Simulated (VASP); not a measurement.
All values below come from MS2 meta-GGA, VASP's PBE PAW potentials (set 64) (plane waves; VASP).

A VASP calculation is set up with these files.

**INCAR**
```
LMIXTAU = T
LASPH = T
EDIFF = 1E-7
SIGMA = 0.05
ALGO = Normal   # blocked Davidson
NELM = 100   # most electronic steps
ISIF = 2   # forces and stress, cell fixed
PREC = Accurate
ISMEAR = 0   # Gaussian
LCHARG = F
METAGGA = MS2
LREAL = F   # projection in real space or not
LWAVE = F
ENCUT = 520   # plane-wave cut-off (eV)
SYSTEM = BP
```

**POSCAR**
```
BP
1
    0.0000000000     2.2377495777     2.2377495777
    2.2377495777     0.0000000000     2.2377495777
    2.2377495777     2.2377495777     0.0000000000
B P
1 1
Direct
  0.0000000000   0.0000000000   0.0000000000
  0.2500000000   0.2500000000   0.2500000000
```

KPOINTS:
```
kpoints
0
Gamma
 10 10 10
```

POTCAR, in this order: B P (PBE.64 set). Program: vasp_std.

Task: What will the output report for the number of irreducible k-points (NKPTS), largest plane-wave count, number of space-group operations, FFT grid (NGX, NGY, NGZ)?

Result: 
```
Quantity                                       Value
--------------------------------------  ------------
number of irreducible k-points (NKPTS)            47
largest plane-wave count                         620
number of space-group operations                  24
FFT grid (NGX, NGY, NGZ)                24 × 24 × 24
```

The compound is BP in the zinc blende structure. This cell is one point of a volume scan, at 0.97 of the reference volume.
